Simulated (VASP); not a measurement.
Given:

```
LiF
1.0
    0.00000     2.05530     2.05530
    2.05530     0.00000     2.05530
    2.05530     2.05530     0.00000
Li F
1 1
Direct
  0.00000   0.00000   0.00000
  0.50000   0.50000   0.50000
```

All values below come from PBE GGA, VASP's PBE PAW potentials (set 64) (plane waves; VASP). Settings: 520 eV cut-off, 10×10×10 Γ-centred mesh, Gaussian smearing of 0.050 eV, potentials Li_sv F.

**Question.** Give the stress tensor in GPa (positive for a compressed cell).

**Answer.** 
```
-2.43   0.00   0.00
 0.00  -2.43   0.00
 0.00   0.00  -2.43
```
The pressure is its mean diagonal, -2.43 GPa.

The compound is LiF in the rock salt structure. The cell was not relaxed at this level.
